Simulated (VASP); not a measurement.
Output of a VASP run:

File OSZICAR:
```
       N       E                     dE             d eps       ncg     rms          rms(c)
DAV:   1     0.160771544147E+03    0.16077E+03   -0.13065E+04   936   0.121E+03
DAV:   2    -0.733699075826E+01   -0.16811E+03   -0.16341E+03   946   0.417E+02
DAV:   3    -0.236599837822E+02   -0.16323E+02   -0.15956E+02   936   0.805E+01
DAV:   4    -0.244764959103E+02   -0.81651E+00   -0.79904E+00  1016   0.261E+01
DAV:   5    -0.245092894141E+02   -0.32794E-01   -0.32778E-01   888   0.350E+00    0.284E+01
DAV:   6    -0.240445359882E+02    0.46475E+00   -0.13535E+00   936   0.111E+01    0.178E+01
DAV:   7    -0.240684232564E+02   -0.23887E-01   -0.91858E-01   968   0.939E+00    0.120E+00
DAV:   8    -0.240388978581E+02    0.29525E-01   -0.26134E-01   928   0.460E+00    0.861E-01
DAV:   9    -0.240402437270E+02   -0.13459E-02   -0.10769E-02   888   0.798E-01    0.308E-01
DAV:  10    -0.240403494871E+02   -0.10576E-03   -0.13482E-03  1000   0.450E-01    0.842E-02
DAV:  11    -0.240405206922E+02   -0.17121E-03   -0.16970E-04   704   0.855E-02    0.429E-02
DAV:  12    -0.240405682737E+02   -0.47581E-04   -0.64984E-05   776   0.538E-02    0.265E-02
DAV:  13    -0.240405756643E+02   -0.73907E-05   -0.12443E-05   712   0.221E-02    0.664E-03
DAV:  14    -0.240405766571E+02   -0.99274E-06   -0.23618E-06   560   0.126E-02
   1 F= -.24040577E+02 E0= -.24038399E+02  d E =-.435602E-02
```

File OUTCAR:
```
------------------------ aborting loop because EDIFF is reached ----------------------------------------
  FORCE on cell =-STRESS in cart. coord.  units (eV):
  Direction    XX          YY          ZZ          XY          YZ          ZX
  --------------------------------------------------------------------------------------
  Total        3.5598122      3.5598124      4.6664145     -0.0000004     -0.0000000      0.0000000
  in kB       36.6131050     36.6131063     47.9946448     -0.0000043     -0.0000000      0.0000000
  external PRESSURE =      40.4069521 kB  Pullay stress =       0.0000000 kB
  volume of cell :      155.78
      direct lattice vectors                 reciprocal lattice vectors
     4.869155000  0.000000000  0.000000000     0.205374444  0.118573013  0.000000000
    -2.434578000  4.216812000  0.000000000     0.000000000  0.237145977  0.000000000
     0.000000000  0.000000000  7.586881000     0.000000000  0.000000000  0.131806470
 POSITION                                       TOTAL-FORCE (eV/Angst)
 -----------------------------------------------------------------------------------
     -0.00000      2.81121      1.87168         0.000000     -0.000000     -0.723598
      2.43458      1.40560      5.71520        -0.000000      0.000000      0.723598
      0.00000      0.00000      0.00000        -0.000000      0.000000      0.000000
     -0.00000      2.81121      4.90871        -0.000000      0.000000     -0.077574
      2.43458      1.40560      2.67817         0.000000     -0.000000      0.077574
 -----------------------------------------------------------------------------------
    total drift:                                0.000000     -0.000000      0.000000
  FREE ENERGIE OF THE ION-ELECTRON SYSTEM (eV)
  ---------------------------------------------------
  free  energy   TOTEN  =       -24.0405766571 eV

  energy  without entropy=      -24.0362206362  energy(sigma->0) =      -24.03839865
```
(Selected blocks of OUTCAR.)

**POSCAR**
```
Er2Te3
1
    4.8691550000     0.0000000000     0.0000000000
   -2.4345780000     4.2168120000     0.0000000000
    0.0000000000     0.0000000000     7.5868810000
Er Te
2 3
Direct
  0.3333330000   0.6666670000   0.2467000000
  0.6666670000   0.3333330000   0.7533000000
  0.0000000000   0.0000000000   0.0000000000
  0.3333330000   0.6666670000   0.6470000000
  0.6666670000   0.3333330000   0.3530000000
```

**Question.** Reconstruct the remaining input files.

**Answer.** This is not unique; one that fits is the input of the run itself, PBE GGA, plane waves, VASP's PBE PAW potentials (set 64).

INCAR:
```
ENCUT  =  400   ! plane-wave cut-off (eV)
LCHARG  =  .FALSE.
GGA  =  PE
ALGO  =  Normal   ! blocked Davidson
EDIFF  =  1E-6   ! SCF stop (eV)
LREAL  =  .FALSE.   ! projection in real space or not
LASPH  =  .TRUE.
PREC  =  Accurate
ISMEAR  =  -1   ! Fermi-Dirac
LMAXMIX  =  6
SYSTEM  =  Er2Te3
ISIF  =  2   ! forces and stress, cell fixed
SIGMA  =  0.1   ! width (eV)
LWAVE  =  .FALSE.
NELM  =  100   ! most electronic steps
```

**KPOINTS**
```
Automatic mesh
0
Gamma
5 5 3
0 0 0
```

POTCAR, in this order: Er_3 Te (PBE.64 set). Program: vasp_std.

The 4f electrons are frozen in the core of the lanthanide potential, so 4f levels, which can set the real gap, and their magnetism are missing.

The structure was generated: Er2Te3 was put into the A-La2O3 type (P-3m1), which need not be its known phase. The cell was not relaxed at this level. The run is one of a series of settings (ISMEAR = -1, SIGMA = 0.1 against the base run), some of them coarse on purpose.
